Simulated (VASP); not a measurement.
Wanted: the native input for a VASP 6.6.1 run.

```yaml
Task: relaxation of cell and atoms
Functional: PBE
Dispersion: D3(BJ)
Potentials_or_basis: VASP PAW PBE potentials, release 64 (Zn)
Cutoff: 600 eV
k_mesh: 18 × 18 × 8
Occupations: methfessel-paxton, width 0.1 eV
Spin: no spin polarisation
Further_INCAR_settings: ALGO = Normal; EDIFF = 1e-07; IBRION = 2; EDIFFG = -0.005; NSW = 90; ISIF = 3
```

The structure of Zn lies in POSCAR:

```
Zn                                      
1.0
    2.6245807634     -0.0000000000      0.0000000000
   -1.3122903817      2.2729536154      0.0000000000
    0.0000000000     -0.0000000000      4.7955427167
  Zn            
     2
Direct
     0.3333333332999970    0.6666666667000030    0.2500000000000000
     0.6666666667000030    0.3333333332999970    0.7500000000000000
```

The input as run:

INCAR

```
SYSTEM = Zn
PREC = Accurate ; ENCUT = 600
EDIFF = 1E-7 ; ISMEAR = 1
SIGMA = 0.1 ; LREAL = .False.
LASPH = .True. ; NELM = 80
ALGO = Normal ; ISIF = 3
LWAVE = .False. ; LCHARG = .False.
GGA = PE ; IVDW = 12
IBRION = 2 ; NSW = 90
EDIFFG = -0.005
```

KPOINTS

```
Automatic mesh
0
Gamma
  18 18 8
  0 0 0
```

Potentials or basis: VASP PAW PBE potentials, release 64 (Zn).

Command:

```console
$ cat potpaw_PBE.64/Zn/POTCAR > POTCAR
$ mpirun -np 1 vasp_std > vasp.out
```

It gave:

| Item | Value |
| --- | --- |
| Relaxed volume | 14.29 Å³/atom |
| Relaxed cell | a = 2.624 Å, b = 2.624 Å, c = 4.794 Å, α = 90.00°, β = 90.00°, γ = 120.00° |
| Space group after relaxing (to 0.05 Å) | P6_3/mmc (No. 194) |
| Energy gained by relaxing | 0.0 meV/atom |
| Ionic steps | 2 |
| Pressure after relaxing | 0.0 GPa |
| Band gap on the k mesh | none (metal or under the smearing width) |
| Dispersion energy per atom | -0.429 eV |

Caveat: pairwise dispersion overbinds metals, which lowers pressure and volume.

Run time: 110 s on 1 thread of Intel(R) Xeon(R) Platinum 8259CL CPU @ 2.50GHz (Skylake/Cascade Lake) (shared host), peak memory 0.23 GiB.
